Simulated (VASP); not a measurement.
**Si2Mo with r2SCAN: from relaxation to properties**

What structure does Si2Mo take at this level, and what are its properties? The steps: rough relaxation of the start cell, full relaxation (r2SCAN), single point with fields (r2SCAN), bands along the symmetry lines (r2SCAN), total and projected DOS (r2SCAN), zone-centre phonons (r2SCAN) and bands along the symmetry lines (r2SCAN + SOC). The start cell is built, not measured: it takes the structure of COD entry 1532195, Si2W (space group 139 there), with some of its atoms replaced by other elements, volume scaled by an estimate.

Main program and level: VASP 6.6.1; r2SCAN; plane waves and PAW (Mo_sv, Si).

**What experiment says.**

“Giant magnetoresistance, Fermi surface topology, Shoenberg effect and vanishing quantum oscillations in type-II Dirac semimetal candidates MoSi2 and WSi2” (2022, arxiv:2202.05362) reports for MoSi2, tetragonal MoSi2-type, by powder X-ray diffraction (Czochralski-grown material): lattice constant a 3.20519 Å; lattice constant c 7.84461 Å.

### 1. Starting point

Before any relaxation, the start is as follows. Symmetry: I4/mmm, No. 139, tetragonal system. Conventional cell: a = 3.183 Å, b = 3.183 Å, c = 7.754 Å, α = 90.00°, β = 90.00°, γ = 90.00°. Nearest to Mo lie 10 Si at 2.59 to 2.60 Å. Nearest to Si lie 5 Si at 2.56 to 2.61 Å and 5 Mo at 2.59 to 2.60 Å. It derives from Si2W. it takes the structure of COD entry 1532195, Si2W (space group 139 there), with some of its atoms replaced by other elements, volume scaled by an estimate. Farther neighbours are not listed.

### 2. Rough relaxation of the start cell

The start is only an estimate, so a cheap relaxation brings it near a minimum before any careful run. r2SCAN adds the kinetic-energy density, costs more than a GGA and is run with LASPH.

Input file INCAR:

```
SYSTEM = Si2Mo
PREC = Normal
ENCUT = 400
EDIFF = 1E-05
NELM = 60
ISMEAR = 0
SIGMA = 0.05
LREAL = .FALSE.
ALGO = Normal
METAGGA = R2SCAN
LASPH = .TRUE.
NBANDS = 17
LORBIT = 11
LWAVE = .FALSE.
LCHARG = .FALSE.
IBRION = 2
NSW = 40
ISIF = 3
EDIFFG = -0.04
```

Input file POSCAR:

```
Si2Mo
1.0
   -1.5913650000      1.5913650000      3.8771010000
    1.5913650000     -1.5913650000      3.8771010000
    1.5913650000      1.5913650000     -3.8771010000
Mo Si
1 2
Direct
    0.0000000000      0.0000000000      0.0000000000
    0.3347000000      0.3347000000      0.0000000000
    0.6653000000      0.6653000000      0.0000000000
```

Input file KPOINTS:

```
Automatic mesh
0
Gamma
7 7 7
0 0 0
```

PAW data sets: Mo_sv and Si (PBE family, release 64).

Launch:

```console
$ mpirun -np 1 vasp_std
```

What it wrote:

```text
[banner, memory and clock lines left out]
running    1 mpi-ranks, on    1 nodes
 distrk:  each k-point on    1 cores,    1 groups
 distr:  one band on    1 cores,    1 groups

 POSCAR found type information on POSCAR MoSi
 POSCAR found :  2 types and       3 ions
|                                                                             |
|               ----> ADVICE to this user running VASP <----                  |
|                                                                             |
|     You enforced a specific xc type in the INCAR file but a different       |
|     [... a line on the potential file left out ...]
|     I HOPE YOU KNOW WHAT YOU ARE DOING!                                     |
|                                                                             |

 LDA part: xc-table for (None), standard interpolation
 POSCAR, INCAR and KPOINTS ok, starting setup
 FFT: planning ... GRIDC
 FFT: planning ... GRID_SOFT
 FFT: planning ... GRID
 WAVECAR not read
 entering main loop
       N       E                     dE             d eps       ncg     rms          rms(c)
DAV:   1     0.772075012336E+02    0.77208E+02   -0.10280E+04  1368   0.105E+03
DAV:   2    -0.497769465526E+02   -0.12698E+03   -0.12481E+03  1685   0.288E+02
DAV:   3    -0.521178158773E+02   -0.23409E+01   -0.23232E+01  1659   0.359E+01
DAV:   4    -0.521292338547E+02   -0.11418E-01   -0.11414E-01  1735   0.277E+00
DAV:   5    -0.521293034318E+02   -0.69577E-04   -0.69574E-04  1674   0.212E-01    0.258E+01
DAV:   6    -0.450128123102E+02    0.71165E+01   -0.53942E+00  1418   0.213E+01    0.529E+00
DAV:   7    -0.449983242508E+02    0.14488E-01   -0.24032E-01  1469   0.339E+00    0.391E+00
DAV:   8    -0.450037330920E+02   -0.54088E-02   -0.40810E-02  1568   0.179E+00    0.590E-01
DAV:   9    -0.450050400267E+02   -0.13069E-02   -0.32414E-03  1561   0.469E-01    0.272E-01
DAV:  10    -0.450053186242E+02   -0.27860E-03   -0.45753E-04  1548   0.167E-01    0.468E-02
DAV:  11    -0.450053961952E+02   -0.77571E-04   -0.14335E-04  1554   0.987E-02    0.501E-02
DAV:  12    -0.450054031022E+02   -0.69071E-05   -0.75243E-06   893   0.206E-02
   1 F= -.45005403E+02 E0= -.45005199E+02  d E =-.450054E+02
 curvature:   0.00 expect dE= 0.000E+00 dE for cont linesearch  0.000E+00
 trial: gam= 0.00000 g(F)=  0.953E-04 g(S)=  0.680E-01 ort = 0.000E+00 (trialstep = 0.100E+01)
 search vector abs. value=  0.681E-01
 bond charge predicted
       N       E                     dE             d eps       ncg     rms          rms(c)
DAV:   1    -0.457638656716E+02   -0.75847E+00   -0.17273E+01  1415   0.430E+01    0.881E+00
DAV:   2    -0.451214128728E+02    0.64245E+00   -0.69987E+00  1423   0.186E+01    0.215E+00
DAV:   3    -0.449793126102E+02    0.14210E+00   -0.57082E-01  1417   0.416E+00    0.836E-01
DAV:   4    -0.449800778938E+02   -0.76528E-03   -0.42096E-02  1588   0.147E+00    0.231E-01
DAV:   5    -0.449805445899E+02   -0.46670E-03   -0.52557E-03  1452   0.624E-01    0.232E-01
DAV:   6    -0.449806107021E+02   -0.66112E-04   -0.63172E-04  1512   0.157E-01    0.319E-02
DAV:   7    -0.449806107420E+02   -0.39888E-07   -0.17417E-05  1148   0.351E-02
   2 F= -.44980611E+02 E0= -.44980452E+02  d E =0.247924E-01
[...]
3 F= -.45017293E+02 E0= -.45017109E+02  d E =-.118900E-01
 curvature:  -0.19 expect dE=-0.990E-04 dE for cont linesearch -0.147E-07
 trial: gam= 0.00881 g(F)=  0.521E-03 g(S)=  0.621E-05 ort =-0.731E-04 (trialstep = 0.872E+00)
 search vector abs. value=  0.531E-03
 bond charge predicted
       N       E                     dE             d eps       ncg     rms          rms(c)
DAV:   1    -0.450175569294E+02   -0.26315E-03   -0.60963E-03  1383   0.509E-01    0.548E-02
DAV:   2    -0.450175518978E+02    0.50316E-05   -0.32545E-04  1635   0.130E-01    0.294E-02
DAV:   3    -0.450175488305E+02    0.30674E-05   -0.11047E-05  1032   0.221E-02
   4 F= -.45017549E+02 E0= -.45017375E+02  d E =-.255724E-03
 trial-energy change:   -0.000256  1 .order   -0.000254   -0.000459   -0.000049
 step:   0.9767(harm=  0.9767)  dis= 0.00348  next Energy=   -45.017550 (dE=-0.257E-03)
 reached required accuracy - stopping structural energy minimisation
```

Elapsed: 67 s, on 1 MPI rank of Intel Xeon 6975P-C (Granite Rapids), shared host; peak memory 0.15 GiB.

The logs omit lines about the potential files and the build; timing stands in the text.

Parts of OUTCAR (step 2):

```text
ion  position               nearest neighbor table
   1  0.000  0.000  0.000-   3 2.59   3 2.59   3 2.59   2 2.59   3 2.59   2 2.59   2 2.59   2 2.59
                             2 2.60   3 2.60
   2  0.335  0.335  0.000-   3 2.56   1 2.59   1 2.59   1 2.59   1 2.59   1 2.60   3 2.61   3 2.61
                             3 2.61   3 2.61
   3  0.665  0.665  0.000-   2 2.56   1 2.59   1 2.59   1 2.59   1 2.59   1 2.60   2 2.61   2 2.61
                             2 2.61   2 2.61

  LATTYP: Found a body centered tetragonal cell.
 ALAT       =     3.1827300000
 C/A-ratio  =     2.4363367298

 Subroutine GETGRP returns: Found 16 space group operations
 (whereof 16 operations were pure point group operations)

The static configuration has the point symmetry D_4h.

 Found     40 irreducible k-points:

   k-points           NKPTS =     40   k-points in BZ     NKDIM =     40   number of bands    NBANDS=     17

   dimension x,y,z NGX =    24 NGY =   24 NGZ =   24
   dimension x,y,z NGXF=    48 NGYF=   48 NGZF=   48

   ENCUT  =  400.0 eV  29.40 Ry    5.42 a.u.   7.31  7.31  7.31*2*pi/ulx,y,z

   NELECT =      22.0000    total number of electrons

 k-points in reciprocal lattice and weights: Automatic mesh
   0.00000000  0.00000000  0.00000000       0.003
   0.14285714 -0.00000000  0.00000000       0.023
   0.28571429 -0.00000000  0.00000000       0.023
   0.42857143 -0.00000000  0.00000000       0.023
   0.14285714  0.14285714  0.00000000       0.023
   0.28571429  0.14285714  0.00000000       0.047
   0.42857143  0.14285714  0.00000000       0.047
  -0.42857143  0.14285714 -0.00000000       0.047
  -0.28571429  0.14285714 -0.00000000       0.047
[...]
-0.42857143  0.42857143  0.42857143       0.012
  -0.42857143 -0.42857143  0.42857143       0.006

 average (electrostatic) potential at core
       1 -74.2152       2 -80.4198       3 -80.4198

 E-fermi :  12.3522

 k-point     1 :       0.0000    0.0000    0.0000
  band No.  band energies     occupation
    ...
      6       5.5228      2.00000
      7       8.8369      2.00000
      8       9.1814      2.00000
      9       9.4855      2.00000
     10       9.4855      2.00000
     11      12.6463      0.00000
     12      15.7062      0.00000
     13      15.7645      0.00000
     14      15.9677      0.00000
     15      15.9677      0.00000
    ...

 k-point     2 :       0.1429   -0.0000    0.0000
  band No.  band energies     occupation
    ...
      7       7.7374      2.00000
      8       9.1471      2.00000
      9       9.7405      2.00000
     10       9.9767      2.00000
     11      11.7107      2.00000
     12      14.5994      0.00000
     13      14.9713      0.00000
     14      16.4945      0.00000
     15      16.7526      0.00000
     16      17.3963      0.00000
    ...

 k-point     3 :       0.2857   -0.0000    0.0000
  band No.  band energies     occupation
    ...
      7       6.8960      2.00000
      8       8.5160      2.00000
      9      10.0303      2.00000
     10      10.1041      2.00000
     11      10.8565      2.00000
     12      13.9932      0.00000
     13      14.9054      0.00000
     14      16.5514      0.00000
     15      17.0880      0.00000
     16      18.3402      0.00000
    ...

  Total        0.0019347      0.0019347     -0.0068169      0.0000000     -0.0000000      0.0000000
  in kB        0.0773255      0.0773255     -0.2724584      0.0000000     -0.0000000      0.0000000
  external PRESSURE =      -0.0392691 kB  Pullay stress =       0.0000000 kB

  energy-cutoff  :      400.00
  volume of cell :       40.09
      direct lattice vectors                 reciprocal lattice vectors
    -1.601121552  1.601121552  3.909181469     0.000000000  0.312281100  0.127904014
     1.601121552 -1.601121552  3.909181469     0.312281100  0.000000000  0.127904014
     1.601121552  1.601121552 -3.909181469     0.312281100  0.312281100  0.000000000

 POSITION                                       TOTAL-FORCE (eV/Angst)
 -----------------------------------------------------------------------------------
      0.00000      0.00000      7.81836         0.000000      0.000000      0.000000
      1.60112      1.60112     -1.28870         0.000000      0.000000      0.007750
      0.00000      0.00000      5.19789        -0.000000     -0.000000     -0.007750
 -----------------------------------------------------------------------------------
    total drift:                               -0.000000      0.000000     -0.000000

  FREE ENERGIE OF THE ION-ELECTRON SYSTEM (eV)
  ---------------------------------------------------
  free  energy   TOTEN  =       -45.0175488305 eV

  energy  without entropy=      -45.0172009208  energy(sigma->0) =      -45.01737488

 reached required accuracy - stopping structural energy minimisation

 total charge
# of ion       s       p       d       tot
------------------------------------------
    1        2.282   6.217   4.163  12.662
    2        0.730   0.892   0.000   1.623
    3        0.730   0.892   0.000   1.623
--------------------------------------------------
tot          3.743   8.002   4.163  15.907

[... 3 further parts left out ...]
```

CONTCAR:

```
Si2Mo
   1.00000000000000
    -1.6011215520373465    1.6011215520373465    3.9091814693082227
     1.6011215520373465   -1.6011215520373465    3.9091814693082227
     1.6011215520373465    1.6011215520373465   -3.9091814693082227
  Mo              Si
     1     2
Direct
     1.0000000000000000    1.0000000000000000    0.0000000000000000
     0.3351696015433884    0.3351696015433884    1.0000000000000000
     0.6648303984566116    0.6648303984566116    0.0000000000000000
```

The k-mesh is coarse for a metal. This relaxation is a rough one on cheap settings, only to bring the start near its minimum. The PAW data sets were made with PBE, which is usual practice but a small mismatch for other functionals. The run keeps the 16 symmetry operations of its start, so it cannot find a distortion of lower symmetry.

Step by step:

```csv
step,energy less that of the first step (eV),largest force (eV/Å),pressure (GPa),volume (Å³)
1,0.0000,0.0314,4.78,39.27
2,0.0248,0.1496,-7.53,41.53
3,-0.0119,0.0735,-0.01,40.07
4,-0.0121,0.0078,0.00,40.09
```

```csv
"conventional cell, symmetrised",before,after,change
a (Å),3.183,3.202,+0.6 %
b (Å),3.183,3.202,+0.6 %
c (Å),7.754,7.818,+0.8 %
volume (Å³/atom),13.09,13.36,+2.1 %
```

The relaxed structure:

```cif
data_structure
_symmetry_space_group_name_H-M 'P 1'
_symmetry_Int_Tables_number 1
_cell_length_a 4.5176
_cell_length_b 4.5176
_cell_length_c 4.5176
_cell_angle_alpha 138.485
_cell_angle_beta 138.485
_cell_angle_gamma 60.162
_cell_volume 40.09
loop_
_atom_site_label
_atom_site_type_symbol
_atom_site_fract_x
_atom_site_fract_y
_atom_site_fract_z
_atom_site_occupancy
Mo1 Mo 0.00000 0.00000 0.00000 1
Si2 Si 0.33517 0.33517 0.00000 1
Si3 Si 0.66483 0.66483 0.00000 1
```

Numbers from this step:

```yaml
electrons: 22
bands: 17
irreducible_k_points: 40
symmetry_operations: 16
free_energy_toten: -45.02 eV
energy_at_zero_smearing: -45.02 eV
fermi_energy: 12.35 eV
pressure: -0.003927 GPa
metallic: yes
scf_cycles_over_all_ionic_steps: 29
```

It ends with a largest force of 0.008 eV/Å and a pressure of 0.00 GPa.

[end of part 1 of 4]

[Lines on the potential files, build, host, timing and source positions are cut from VASP's logs without a mark.]

[Logs are printed without paths, hosts, clocks, repeated set-up lines and the standing remarks that a program may print on its own settings, such as how far it seeks lower states.]

[Hosts, paths, dates, database ids (printed as entryN), source tags and the programs' standing remarks are cut or masked in the printed files.]

[A measured line is paired with the nearest computed mode of its activity, which favours agreement.]
